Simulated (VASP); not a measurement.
Level of theory: PBE GGA, VASP's PBE PAW potentials (set 64) (plane waves; VASP 6.6.1).

The input files of a VASP run:

INCAR:
```
SYSTEM = NiAl
PREC = Accurate
ENCUT = 400
EDIFF = 1E-6
NELM = 100
ALGO = Normal
LREAL = .FALSE.
LASPH = .TRUE.
ISMEAR = 1
SIGMA = 0.1
GGA = PE
LMAXMIX = 4
LWAVE = .FALSE.
LCHARG = .FALSE.
ISIF = 2
```

### POSCAR
```
NiAl
1
    2.9478000000     0.0000000000     0.0000000000
    0.0000000000     2.9478000000     0.0000000000
    0.0000000000     0.0000000000     2.9478000000
Al Ni
1 1
Direct
  0.5000000000   0.5000000000   0.5000000000
  0.0000000000   0.0000000000   0.0000000000
```

File KPOINTS:
```
Automatic mesh
0
Gamma
9 9 9
0 0 0
```

POTCAR, in this order: Al Ni (PBE.64 set). Program: vasp_std.

The resulting files:

OSZICAR:
```
       N       E                     dE             d eps       ncg     rms          rms(c)
DAV:   1     0.339943275013E+02    0.33994E+02   -0.47621E+03   716   0.108E+03
DAV:   2    -0.108785298524E+02   -0.44873E+02   -0.42897E+02   702   0.189E+02
DAV:   3    -0.118367270087E+02   -0.95820E+00   -0.95160E+00   854   0.365E+01
DAV:   4    -0.118506895354E+02   -0.13963E-01   -0.13957E-01   814   0.387E+00
DAV:   5    -0.118511320984E+02   -0.44256E-03   -0.44254E-03   796   0.710E-01    0.114E+01
DAV:   6    -0.139822450619E+02   -0.21311E+01   -0.60041E+01   794   0.129E+02    0.163E+01
DAV:   7    -0.105197817465E+02    0.34625E+01   -0.17067E+01   776   0.778E+01    0.113E+00
DAV:   8    -0.105109899538E+02    0.87918E-02   -0.45920E-01   892   0.826E+00    0.947E-01
DAV:   9    -0.104980130286E+02    0.12977E-01   -0.50522E-02   816   0.359E+00    0.174E-01
DAV:  10    -0.104976229020E+02    0.39013E-03   -0.13882E-03   786   0.531E-01    0.700E-02
DAV:  11    -0.104976172386E+02    0.56634E-05   -0.47237E-05   918   0.749E-02    0.213E-02
DAV:  12    -0.104976158195E+02    0.14191E-05   -0.13237E-06   478   0.177E-02    0.490E-03
DAV:  13    -0.104976151965E+02    0.62300E-06   -0.40385E-07   352   0.665E-03
   1 F= -.10497615E+02 E0= -.10497751E+02  d E =0.407149E-03
```

### OUTCAR
```
------------------------ aborting loop because EDIFF is reached ----------------------------------------
  FORCE on cell =-STRESS in cart. coord.  units (eV):
  Direction    XX          YY          ZZ          XY          YZ          ZX
  --------------------------------------------------------------------------------------
  Total       -1.3224701     -1.3224701     -1.3224701      0.0000000      0.0000000     -0.0000000
  in kB      -82.7184539    -82.7184539    -82.7184539      0.0000000      0.0000000     -0.0000000
  external PRESSURE =     -82.7184539 kB  Pullay stress =       0.0000000 kB
  volume of cell :       25.61
      direct lattice vectors                 reciprocal lattice vectors
     2.947800000  0.000000000  0.000000000     0.339236040  0.000000000  0.000000000
     0.000000000  2.947800000  0.000000000     0.000000000  0.339236040  0.000000000
     0.000000000  0.000000000  2.947800000     0.000000000  0.000000000  0.339236040
 POSITION                                       TOTAL-FORCE (eV/Angst)
 -----------------------------------------------------------------------------------
      1.47390      1.47390      1.47390         0.000000      0.000000      0.000000
      0.00000      0.00000      0.00000         0.000000      0.000000      0.000000
 -----------------------------------------------------------------------------------
    total drift:                               -0.000000      0.000000      0.000000
  FREE ENERGIE OF THE ION-ELECTRON SYSTEM (eV)
  ---------------------------------------------------
  free  energy   TOTEN  =       -10.4976151965 eV

  energy  without entropy=      -10.4980223451  energy(sigma->0) =      -10.49775091
```
(Selected blocks of OUTCAR.)

The compound is NiAl in the CsCl type structure. The cell was not relaxed at this level. The run is not spin-polarised, so no magnetic state was tried. The electron count is odd and the run is not spin-polarised, which forces a metal.
